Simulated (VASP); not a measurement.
SiC:

```xyz
8
Lattice="3.0757 0.0000 0.0000 -1.5378 2.6636 0.0000 0.0000 0.0000 10.0706" Properties=species:S:1:pos:R:3 pbc="T T T"
Si    1.5378    0.8879    9.4447
Si    0.0000    1.7758    4.4094
Si    0.0000    0.0000    6.9275
Si    0.0000    0.0000    1.8922
C     1.5378    0.8879    7.5510
C     0.0000    1.7758    2.5157
C     0.0000    0.0000    5.0400
C     0.0000    0.0000    0.0046
```

The cell is a database's computed one.

| Quantity | Value |
| --- | --- |
| Program | VASP 6.6.1 |
| Task | relaxation of cell and atoms |
| Functional | PBE |
| Potentials or basis | VASP PAW PBE potentials, release 64 (Si, C) |
| Cutoff | 600 eV |
| k mesh | 12 × 12 × 3 |
| Occupations | gaussian, width 0.03 eV |
| Spin | no spin polarisation |

At the start: pressure 3.7 GPa; volume 10.31 Å³/atom.

Task: Where does the relaxation end?

Result: Over 3 steps the energy falls by 2.0 meV/atom and the volume is 10.49 Å³/atom (+1.7 %); space group P6_3mc (No. 186, to 0.05 Å).

Step by step:
| step | energy change (eV) | largest force (eV/Å) | pressure (GPa) | volume (Å³) |
| --- | --- | --- | --- | --- |
| 1 | 0.0000 | 0.0055 | 3.72 | 82.50 |
| 2 | 0.0009 | 0.0173 | -3.60 | 85.40 |
| 3 | -0.0161 | 0.0065 | 0.00 | 83.91 |

Final structure:
```yaml
crystal:
  lattice:
    - [3.09331, 0.00000, 0.00000]
    - [-1.54666, 2.67889, 0.00000]
    - [0.00000, 0.00000, 10.12634]
  atoms:
    - { symbol: Si, position: [0.66667, 0.33333, 0.93783] }
    - { symbol: Si, position: [0.33333, 0.66667, 0.43783] }
    - { symbol: Si, position: [0.00000, 0.00000, 0.68790] }
    - { symbol: Si, position: [0.00000, 0.00000, 0.18790] }
    - { symbol: C, position: [0.66667, 0.33333, 0.74982] }
    - { symbol: C, position: [0.33333, 0.66667, 0.24982] }
    - { symbol: C, position: [0.00000, 0.00000, 0.50045] }
    - { symbol: C, position: [0.00000, 0.00000, 0.00045] }
```
